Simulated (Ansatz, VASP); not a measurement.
# Cross-check of NaTaS3 between VASP and Ansatz, part 2 of 3

Aim: how closely do two programs agree when they are given the same cell, functional and k mesh? The cell is generated by rule, not measured, and may not be a known phase. The cell is taken from a series of runs on this material, whose earlier steps may have relaxed, scaled, displaced or heated it; both programs get it as it stands.

VASP 6.6.1 and Ansatz 0.2.0.

So far: Starting point; VASP: relaxation of cell and atoms, PBE, pair 1.

### 3. Ansatz: relaxation of cell and atoms, PBE, pair 1

Level of this step: Ansatz beside VASP: Kohn-Sham DFT, plane waves, PBE (Ansatz).

Ansatz runs on its PAW soft_1 files.

The same cell, functional, mesh and smearing now go to Ansatz, which takes its cutoff from its data sets.

The input, input.yaml:

```yaml
crystal:
  lattice:
    - [-3.4208351974, 3.4208351974, 4.8316816546]
    - [3.4208351974, -3.4208351974, 4.8316816546]
    - [3.4208351974, 3.4208351974, -4.8316816546]
  atoms:
    - { symbol: Na, position: [0.75, 0.75, 0.0] }
    - { symbol: Na, position: [0.25, 0.25, 0.0] }
    - { symbol: Ta, position: [0.0, 0.5, 0.5] }
    - { symbol: Ta, position: [0.5, 0.0, 0.5] }
    - { symbol: S, position: [0.75, 0.25, 0.5] }
    - { symbol: S, position: [0.25, 0.75, 0.5] }
    - { symbol: S, position: [0.7545739601, 0.2545739601, 0.0091479202] }
    - { symbol: S, position: [0.2454260399, 0.7454260399, 0.9908520798] }
    - { symbol: S, position: [0.2545739601, 0.2454260399, 0.5] }
    - { symbol: S, position: [0.7454260399, 0.7545739601, 0.5] }
kpoints:
  mp_grid: { grid: [6, 6, 6] }
hamiltonian:
  xc: pbe
  pseudopotentials: { kind: paw, azcp: { folder: soft_1 } }
scf:
  occupations: { method: methfessel_paxton, width: 0.2 }
output:
  forces: true
  stress: true
  eigenvalues: true
relax:
  adjacent_minimum: "off"
  f_tol: 0.001
  max_steps: 60
  cell: { stress_tol: 0.01 }
```

Started as:

```bash
$ ansatz run input.yaml --threads 4 --pin off --max-ram 16384MiB --backend cpu --events-out ev --progress --plain --runs-dir out
```

Numbers of over 12 decimals in the logs are rounded to 6 here.

Output:

```text
Engine: ansatz 0.2.0, aarch64-unknown-linux-gnu
Pseudopotentials: kind: paw
Pseudopotential: Na, paw, valence charge 9, recommended cutoff 420 eV (normal), soft_1/Na.paw.azcp
Pseudopotential: Ta, paw, valence charge 13, recommended cutoff 420 eV (normal), soft_1/Ta.paw.azcp
Pseudopotential: S, paw, valence charge 6, recommended cutoff 420 eV (normal), soft_1/S.paw.azcp
Functional definition: PBE
  parameter kappa = 0.804
  parameter beta = 0.066725
  exchange = pbe_x(kappa = kappa, mu = beta*pi^2/3)
  correlation = pbe_c(beta = beta)
Crystal: 10 atoms, lattice volume = 226.164 Å³
Basis set: ecut = 420 eV, 4477 PW (Γ), exchange–correlation on 96×96×96 points (8 copies of the dense FFT grid, shifted against one another)
Bands: 50, of which v1, the nominal top of the filled ones, is band 40 counted from 1 (39 counted from 0)
Symmetry: 16 space group operations
Space group: I4/mcm (ITA 140), of the structure as read, at distance tolerance 6.1e-5 Å
k-points: 30 of 216
Non-local potential: Na, projectors of the file, l = 0: 3, l = 1: 2, l = 2: 1
Non-local potential: Ta, projectors of the file, l = 0: 3, l = 1: 2, l = 2: 2, l = 3: 1
Non-local potential: S, projectors of the file, l = 0: 2, l = 1: 2, l = 2: 1
PAW form: soft (Blöchl's): semilocal exchange-correlation on the pseudo side does not see the compensation charge
PAW one-centre angular grid: Na, 110 points (default); XC on 64 Gauss nodes
PAW one-centre angular grid: Ta, 590 points (default); XC on 64 Gauss nodes
PAW one-centre angular grid: S, 110 points (default); XC on 64 Gauss nodes
Initial density: superposition of atomic densities (chi_scale 0.1, normalization cell, long waves kept (reshape's long-wave potential 0.00 eV rms))
Initial wavefunctions: pseudopotential atomic-orbital guess
Functional: x = pbe(κ = 0.804, μ = 0.219515), c = pbe(β = 0.066725)
SCF iter   1: F=—  HF=-28261.038455 eV  |F-HF|=—  |Δ(HF+E_count)|=         —  Δρ=3.75e-2  dr2=2.21e0  ethr=3.10e-3  ⟨swp⟩=7.9  Hψ=6193  notcnv=0
preconditioner: auto → Resta (q_TF=auto, 2.294 Å⁻¹)  ε∞=5.9  [insulator: Δε(μ)=0.205 eV  Ē_g=7.764 eV  σ=0.200 eV  W_gap=0.76  n_scr=58 (ndim 8)  ℏωp=17.1 eV  f_vac=0.000  D(μ)=1.65/eV (n_scr^D=8)  ε∞_Penn≈5.9]
SCF iter   2: F=—  HF=-28260.367223 eV  |F-HF|=—  |Δ(HF+E_count)|=   6.71e-1  S|Δr|=    0.00e0  Δρ=1.80e-2  dr2=6.18e-1  ethr=2.76e-3  ⟨swp⟩=2.0  Hψ=2277  notcnv=0  defer=51
SCF iter   3: F=—  HF=-28260.248588 eV  |F-HF|=—  |Δ(HF+E_count)|=   1.19e-1  S|Δr|=    0.00e0  Δρ=4.66e-3  dr2=6.38e-2  ethr=7.73e-4  ⟨swp⟩=2.6  Hψ=2329  notcnv=0  defer=51
SCF iter   4: F=—  HF=-28260.256392 eV  |F-HF|=—  |Δ(HF+E_count)|=   7.80e-3  S|Δr|=    0.00e0  Δρ=1.07e-3  dr2=2.88e-3  ethr=7.98e-5  ⟨swp⟩=2.1  Hψ=2190  notcnv=0  defer=51
SCF iter   5: F=—  HF=-28260.259282 eV  |F-HF|=—  |Δ(HF+E_count)|=   2.89e-3  S|Δr|=    0.00e0  Δρ=2.95e-4  dr2=4.52e-4  ethr=3.60e-6  ⟨swp⟩=2.1  Hψ=1942  notcnv=0  defer=51
SCF iter   6: F=—  HF=-28260.259655 eV  |F-HF|=—  |Δ(HF+E_count)|=   3.73e-4  S|Δr|=    0.00e0  Δρ=7.20e-5  dr2=2.50e-5  ethr=5.65e-7  ⟨swp⟩=2.0  Hψ=2151  notcnv=0  defer=51
SCF iter   7: F=—  HF=-28260.259601 eV  |F-HF|=—  |Δ(HF+E_count)|=   5.47e-5  S|Δr|=    0.00e0  Δρ=2.29e-5  dr2=2.06e-6  ethr=3.13e-8  ⟨swp⟩=2.0  Hψ=2002  notcnv=0  defer=68
SCF iter   8: F=-28260.259601 eV  HF=-28260.259601 eV  |F-HF|=1.20e-8  |Δ(HF+E_count)|=   2.53e-8  S|Δr|=    0.00e0  Δρ=4.51e-6  dr2=8.54e-8  ethr=1.25e-10  ⟨swp⟩=11.7  Hψ=7960  notcnv=0
SCF 1 converged in 8 iterations: F = -28260.259601 eV  dr2 = 8.54e-8
  greatest PAW one-centre occupation: 0.999 electrons in one spin orbital (limit 2), on the Na atom at site 1 (counted from 0), in its partial waves of l = 0
relax step   1: F+E_penalty+E_count = -28260.25960066 eV  Δ(F+E_penalty+E_count) = +0.000e0 eV  max|allowed force component| = 8.591e-3 eV/Å  Δτ_max = 0.0000 Å  P = +0.033 GPa  Ω = 226.164 Å³  (8 SCF iters, dr2 threshold 1.00e-7 eV, accepted)
[...]
relax step   3: F+E_penalty+E_count = -28260.25965088 eV  Δ(F+E_penalty+E_count) = -1.995e-5 eV  max|allowed force component| = 7.274e-4 eV/Å  Δτ_max = 0.0011 Å  P = -0.004 GPa  Ω = 226.296 Å³  energy of the carried Pulay correction = -1.409e-5 eV  (5 SCF iters, dr2 threshold 2.23e-9 eV, accepted)
[...]
relax step   4: F+E_penalty+E_count = -28260.25966641 eV  Δ(F+E_penalty+E_count) = -1.554e-5 eV  max|allowed force component| = 7.117e-4 eV/Å  Δτ_max = 0.0000 Å  P = -0.004 GPa  Ω = 226.296 Å³  stress off target by 9.00e-3 GPa  SCF on the basis re-selected at this cell (its energy is not comparable with the rows above)  (7 SCF iters)
basis re-selected at this cell: Δ(F+E_penalty+E_count) = -1.554e-5 eV, ΔP = -0.000 GPa vs the last step (what re-selecting the basis moved, of the pressure what is left beyond the Pulay correction that the steps carried, after the strain that the cell walked since its last selection, with what the two solves' SCF thresholds leave and, on support functions, any second-order correction that the steps lacked; it is no m [...]
SCF converged after 7 iterations
Stability not checked: this state was not tested for a lower state beside it, because cold or Methfessel-Paxton smearing, or corrected tetrahedra, fill the levels in a way that the test cannot read (fill_not_monotonic; see scf.lower_state_search)
Free energy (F): -28260.259666 eV
Harris-Foulkes:  -28260.259666 eV  (|F-HF|=3.64e-12)
Internal energy: -28260.271366 eV  (E = F + TS)
E sigma→0 (E₀):  -28260.262591 eV
Entropy (-TS):   0.011700 eV (1.170 meV/atom)
Fermi energy:    6.223337 eV
Step filling:    the computed levels leave a gap of 0.1932 eV = 1.0 smearing widths at the electron count; against every level under it full and every level over it empty, smearing changes F+E_penalty+E_count by +8.766 meV and its σ→0 estimate by +5.841 meV
--- Per-component energies (eV) ---
  E_band       = -954.249753
  E_kinetic    = 1639.982006
  E_local      = -5971.564134  (includes V_loc(G=0)·N_el)
  E_nonlocal   = 740.722928
  E_hartree    = 2076.657027
  E_xc         = -1248.011396
  E_vxc        = -1055.868488  (∫ρ·V_xc dr)
  E_paw        = -20846.609232  (= ΣΔE_a)
  E_vpaw       = -460.836345  (= ΣTr[D̂ρ^β])
  E_aug_tail   = 0.000209  (compensation charges beyond the density's cutoff)
  E_ewald      = -4651.448773
  E_smearing   = 0.011700  (= −TS)
  E_closure    = -0.000000  (closes the sum)
  Σ components = -28260.259666   (vs F -28260.259666, Δ=0.00e0)
--- Forces (eV/Å), atoms counted from 1 ---
  atom   1  Na     0.00000000     0.00000000     0.00000000
  atom   2  Na     0.00000000    -0.00000000     0.00000000
  atom   3  Ta     0.00000000    -0.00000000     0.00000000
  atom   4  Ta     0.00000000     0.00000000    -0.00000000
  atom   5  S      0.00000000     0.00000000     0.00000000
  atom   6  S     -0.00000000    -0.00000000     0.00000000
  atom   7  S      0.00071171     0.00071171     0.00000000
  atom   8  S     -0.00071171    -0.00071171     0.00000000
  atom   9  S     -0.00071171     0.00071171     0.00000000
  atom  10  S      0.00071171    -0.00071171     0.00000000
  max |Σ_I F_I| component: 7.37e-18 eV/Å
--- Stress (GPa, compression-positive) ---
       -0.001249       0.000000       0.000000
        0.000000      -0.001249      -0.000000
        0.000000      -0.000000      -0.008997
  P = ⅓ Tr σ = -0.0038 GPa (-0.038 kbar)
--- Band table (eV; the first three rows and the last of 30) ---
  k-point 0: bands = [... 36 lower, 5.5391, 5.6127, 5.6796, 5.6796, 6.3439, 6.3439, 6.4028, 8.1564, ... 6 higher]
  k-point 1: bands = [... 36 lower, 5.3587, 5.6924, 5.9082, 5.9383, 6.3381, 6.7793, 6.8110, 8.1800, ... 6 higher]
  k-point 2: bands = [... 36 lower, 4.9512, 5.3633, 5.3653, 5.7183, 6.3268, 7.9814, 7.9894, 8.1979, ... 6 higher]
  k-point 29: bands = [... 36 lower, 4.5492, 5.3635, 5.3635, 5.6590, 6.3863, 8.1920, 8.5399, 8.5399, ... 6 higher]
--- Relaxed structure (3 steps of the walk, 3 accepted, 1 SCFs on fresh bases) ---
  F+E_penalty+E_count = -28260.25966641 eV   max|allowed force component| = 7.117e-4 eV/Å   (the final SCF, on the basis selected at the relaxed cell)
  cell:  # Å, volume = 226.2963 Å³
    - [-3.421287, 3.421287, 4.833240]
    - [3.421287, -3.421287, 4.833240]
    - [3.421287, 3.421287, -4.833240]
  atoms:
    - { symbol: Na, position: [0.750000, 0.750000, 0] }
    - { symbol: Na, position: [0.250000, 0.250000, 0] }
    - { symbol: Ta, position: [0, 0.5, 0.5] }
    - { symbol: Ta, position: [0.5, 0, 0.5] }
    - { symbol: S, position: [0.750000, 0.25, 0.5] }
    - { symbol: S, position: [0.25, 0.750000, 0.5] }
    - { symbol: S, position: [0.754769, 0.254769, 0.00953854] }
    - { symbol: S, position: [0.245231, 0.745231, 0.990461] }
    - { symbol: S, position: [0.254769, 0.245231, 0.5] }
    - { symbol: S, position: [0.745231, 0.754769, 0.5] }
```

### 4. Comparison

Known differences besides the potentials themselves: the data sets hold 80 valence electrons in Ansatz (on its PAW soft_1 files) and 72 in VASP; the cutoff is 420 eV in Ansatz and 500 eV in VASP; Ansatz adds a Pulay correction to the stress that steers its cell, VASP none. Total energies have different zeros and are not compared.

Both answers:

| quantity | Ansatz | VASP | difference |
| --- | --- | --- | --- |
| volume (Å³) | 226.30 | 226.28 | +0.01 % |
| edge a after relaxation, in the typed setting (Å) | 6.839 | 6.839 | +0.00 % |

### 5. VASP: relaxation of cell and atoms, PBE, pair 2

The relaxed volume is the usual yardstick between codes: in a stiff, nearly cubic crystal its relative difference is about their pressure difference at one cell divided by the bulk modulus. Its start cell is another than that of the pair before, and may be another structure of the material.

The input, INCAR:

```
SYSTEM = NaTaS3
PREC = Accurate
ENCUT = 500
EDIFF = 1E-07
NELM = 120
ISMEAR = 0
SIGMA = 0.01
LREAL = .FALSE.
ALGO = Normal
GGA = PE
NBANDS = 46
LASPH = .TRUE.
LORBIT = 11
LWAVE = .FALSE.
LCHARG = .FALSE.
ISIF = 3
IBRION = 2
NSW = 80
EDIFFG = -0.005
GGA_COMPAT = .FALSE.
NELMIN = 4
EFERMI = MIDGAP
KPAR = 2
```

The input, POSCAR:

```
NaTaS3
1.0
   -4.6319440000      3.3436200000      3.4609040000
    4.6319440000     -3.3436200000      3.4609040000
    4.6319440000      3.3436200000     -3.4609040000
Na Ta S
2 2 6
Direct
    0.9531149030      0.7234699373      0.7296449656
    0.9938251212      0.2234699373      0.2703551839
    0.5235856008      0.0235856008      0.5000000000
    0.5235856008      0.5235856008      0.0000000000
    0.5958268360      0.2380629454      0.8577638906
    0.3802990548      0.7380629454      0.1422361094
    0.9884311151      0.1706975758      0.6969777616
    0.9884309707      0.7914532091      0.3177335393
    0.4737199638      0.2914533535      0.3030223879
    0.4737199638      0.6706975758      0.6822666102
```

The input, KPOINTS:

```
Automatic mesh
0
Gamma
6 6 6
0 0 0
```

The projector-augmented-wave data sets are Na_pv, Ta_pv and S (PBE family, release 64).

Started as:

```bash
$ mpirun -np 2 vasp_std
```

Output:

```text
[... set-up lines as in an earlier step ...]
 entering main loop
       N       E                     dE             d eps       ncg     rms          rms(c)
DAV:   1     0.651112179330E+03    0.65111E+03   -0.34364E+04  4336   0.149E+03
DAV:   2     0.293771212150E+01   -0.64817E+03   -0.62586E+03  4682   0.384E+02
DAV:   3    -0.637634564986E+02   -0.66701E+02   -0.64966E+02  5062   0.123E+02
DAV:   4    -0.666856343928E+02   -0.29222E+01   -0.28924E+01  5152   0.268E+01
[...]
DAV:  15    -0.603462892927E+02   -0.23592E-05   -0.74263E-06  5056   0.126E-02    0.534E-03
DAV:  16    -0.603462897315E+02   -0.43887E-06   -0.12933E-06  5764   0.519E-03    0.260E-03
DAV:  17    -0.603462896594E+02    0.72089E-07   -0.27210E-07  3918   0.239E-03
   1 F= -.60346290E+02 E0= -.60346290E+02  d E =-.603463E+02
[...]
2 F= -.60346314E+02 E0= -.60346314E+02  d E =-.246083E-04
[...]
3 F= -.60346315E+02 E0= -.60346315E+02  d E =-.251426E-04
[...]
4 F= -.60346340E+02 E0= -.60346340E+02  d E =-.252610E-04
 trial-energy change:   -0.000025  1 .order   -0.000026   -0.000032   -0.000020
 step:   2.6431(harm=  2.6431)  dis= 0.00218  next Energy=   -60.346358 (dE=-0.437E-04)
 reached required accuracy - stopping structural energy minimisation
```

OUTCAR, selected parts (step 5):

```text
  Total        0.0023558      0.0250791      0.0347677      0.0000000      0.0000000      0.0000000
  in kB        0.0176078      0.1874449      0.2598590      0.0000000      0.0000000      0.0000000
  external PRESSURE =       0.1549706 kB  Pullay stress =       0.0000000 kB

 POSITION                                       TOTAL-FORCE (eV/Angst)
 -----------------------------------------------------------------------------------
      2.31551      3.20746      3.27724        -0.000000      0.000437     -0.000819
     -2.31551      3.47975      3.27724        -0.000000     -0.000437     -0.000819
      0.00000      3.34360      0.16477        -0.000000      0.000000      0.003167
      0.00000      0.00000      3.62574        -0.000000      0.000000      0.003167
      2.31551      4.06451     -0.08310        -0.000000      0.002332     -0.004109
      2.31551     -0.72091      3.37787         0.000000     -0.002332     -0.004109
     -0.55966      5.06446      1.59902        -0.003574      0.002753      0.000881
      0.55966      1.72085      5.05999         0.003574      0.002753      0.000881
      0.55966      1.62275      1.59902         0.003574     -0.002753      0.000881
      4.07135      1.62275      1.59902        -0.003574     -0.002753      0.000881
 -----------------------------------------------------------------------------------
    total drift:                                0.000460     -0.000148      0.000648

  FREE ENERGIE OF THE ION-ELECTRON SYSTEM (eV)
  ---------------------------------------------------
  free  energy   TOTEN  =       -60.3463400631 eV

  energy  without entropy=      -60.3463400631  energy(sigma->0) =      -60.34634006

[... 1 part as in an earlier step ...]

[... 3 further parts left out ...]
[key lines of the parts left out:]
E-fermi :   3.2911
```

The run keeps the 4 symmetry operations of its start, so it cannot find a distortion of lower symmetry.

### 6. Ansatz: relaxation of cell and atoms, PBE, pair 2

The same cell, functional and mesh now go to Ansatz, which takes its cutoff from its data sets.

The cell is taken from a series of runs on this material, whose earlier steps may have relaxed, scaled, displaced or heated it; both programs get it as it stands.

input.yaml, the sections that differ from step 3:

```yaml
crystal:
  lattice:
    - [-4.631943629, 3.3436204199, 3.4609037492]
    - [4.631943629, -3.3436204199, 3.4609037492]
    - [4.631943629, 3.3436204199, -3.4609037492]
  atoms:
    - { symbol: Na, position: [0.9531149335, 0.7234700154, 0.7296449182] }
    - { symbol: Na, position: [0.9938250972, 0.2234700154, 0.2703550818] }
    - { symbol: Ta, position: [0.5235856375, 0.0235856375, 0.5] }
    - { symbol: Ta, position: [0.5235856375, 0.5235856375, 0.0] }
    - { symbol: S, position: [0.5958267288, 0.2380629157, 0.8577638131] }
    - { symbol: S, position: [0.3802991025, 0.7380629157, 0.1422361869] }
    - { symbol: S, position: [0.9884309885, 0.1706975537, 0.6969776807] }
    - { symbol: S, position: [0.9884309885, 0.7914533078, 0.3177334349] }
    - { symbol: S, position: [0.473719873, 0.2914533078, 0.3030223193] }
    - { symbol: S, position: [0.473719873, 0.6706975537, 0.6822665651] }
scf:
  occupations: { method: fixed }
# kpoints, hamiltonian, output, relax: as in step 3
```

Started as:

```bash
$ ansatz run input.yaml --threads 4 --pin off --max-ram 16384MiB --backend cpu --events-out ev --progress --plain --runs-dir out
```

Output:

```text
[...]
Crystal: 10 atoms, lattice volume = 214.402 Å³
Basis set: ecut = 420 eV, 4207 PW (Γ), exchange–correlation on 90×90×90 points (8 copies of the dense FFT grid, shifted against one another)
Bands: 50, of which v1, the nominal top of the filled ones, is band 40 counted from 1 (39 counted from 0)
Symmetry: 4 space group operations
[...]
- { symbol: Ta, position: [0.523576, 0.023576, 0.5] }
    - { symbol: Ta, position: [0.523576, 0.523576, 0] }
    - { symbol: S, position: [0.595735, 0.238009, 0.857726] }
    - { symbol: S, position: [0.380282, 0.738009, 0.142274] }
    - { symbol: S, position: [0.988422, 0.170710, 0.696951] }
    - { symbol: S, position: [0.988422, 0.791470, 0.317712] }
    - { symbol: S, position: [0.473759, 0.291470, 0.303049] }
    - { symbol: S, position: [0.473759, 0.670710, 0.682288] }
[key lines of the parts left out:]
SCF converged after 10 iterations
Free energy (F): -28261.156201 eV
Fermi energy:    6.370441 eV
P = ⅓ Tr σ = 0.0050 GPa (0.050 kbar)
```

### 7. Differences

What differs besides the data sets and the points named for the pairs above, as far as they apply: fixed occupations in Ansatz, narrow Gaussian smearing in VASP; the data sets hold 80 valence electrons in Ansatz (on its PAW soft_1 files) and 72 in VASP. Total energies have different zeros and are not compared.

The two programs side by side:

| quantity | Ansatz | VASP | difference |
| --- | --- | --- | --- |
| volume (Å³) | 214.37 | 214.36 | +0.00 % |
| edge a after relaxation, in the typed setting (Å) | 6.679 | 6.679 | +0.00 % |

### 8. Ansatz: relaxation of cell and atoms, PBE, pair 3

The relaxed volume is the usual yardstick between codes: in a stiff, nearly cubic crystal its relative difference is about their pressure difference at one cell divided by the bulk modulus. Its start cell is another than that of the pair before, and may be another structure of the material.

The cell is taken from a series of runs on this material, whose earlier steps may have relaxed, scaled, displaced or heated it; both programs get it as it stands.

input.yaml, the sections that differ from step 6:

```yaml
crystal:
  lattice:
    - [-3.4178727514, 3.4178727514, 4.8393296608]
    - [3.4178727514, -3.4178727514, 4.8393296608]
    - [3.4178727514, 3.4178727514, -4.8393296608]
  atoms:
    - { symbol: Na, position: [0.75, 0.25, 0.5] }
    - { symbol: Na, position: [0.25, 0.75, 0.5] }
    - { symbol: Ta, position: [0.0, 0.0, 0.0] }
    - { symbol: Ta, position: [0.5, 0.5, 0.0] }
    - { symbol: S, position: [0.7525623402, 0.2474376598, 0.0] }
    - { symbol: S, position: [0.2474376598, 0.7525623402, 0.0] }
    - { symbol: S, position: [0.7448565437, 0.7448565437, 0.0] }
    - { symbol: S, position: [0.2551434563, 0.2551434563, 0.0] }
    - { symbol: S, position: [0.2474376598, 0.2474376598, 0.4948753195] }
    - { symbol: S, position: [0.7525623402, 0.7525623402, 0.5051246805] }
kpoints:
  mp_grid: { grid: [8, 8, 8] }
scf:
  occupations: { method: methfessel_paxton, width: 0.2 }
# hamiltonian, output, relax: as in step 6
```

Output:

```text
[...]
Crystal: 10 atoms, lattice volume = 226.129 Å³
Basis set: ecut = 420 eV, 4477 PW (Γ), exchange–correlation on 96×96×96 points (8 copies of the dense FFT grid, shifted against one another)
Bands: 50, of which v1, the nominal top of the filled ones, is band 40 counted from 1 (39 counted from 0)
Symmetry: 16 space group operations
[...]
k-points: 59 of 512
[...]
- { symbol: Na, position: [0.250000, 0.75, 0.5] }
    - { symbol: Ta, position: [0, 0, 0] }
    - { symbol: Ta, position: [0.5, 0.5, 0] }
    - { symbol: S, position: [0.752559, 0.247441, 0.0] }
    - { symbol: S, position: [0.247441, 0.752559, 0.0] }
    - { symbol: S, position: [0.744863, 0.744863, 0] }
    - { symbol: S, position: [0.255137, 0.255137, 0] }
    - { symbol: S, position: [0.247441, 0.247441, 0.494882] }
    - { symbol: S, position: [0.752559, 0.752559, 0.505118] }
[key lines of the parts left out:]
SCF converged after 7 iterations
Free energy (F): -28260.260221 eV
Fermi energy:    6.206025 eV
P = ⅓ Tr σ = 0.0002 GPa (0.002 kbar)
```

[end of part 2 of 3]

[Lines on the potential files, build, host, timing and source positions are cut from VASP's logs without a mark.]

[Logs are printed without paths, hosts, clocks, repeated set-up lines and the standing remarks that a program may print on its own settings, such as how far it seeks lower states.]

[Hosts, paths, dates, database ids (printed as entryN), source tags and the programs' standing remarks are cut or masked in the printed files.]
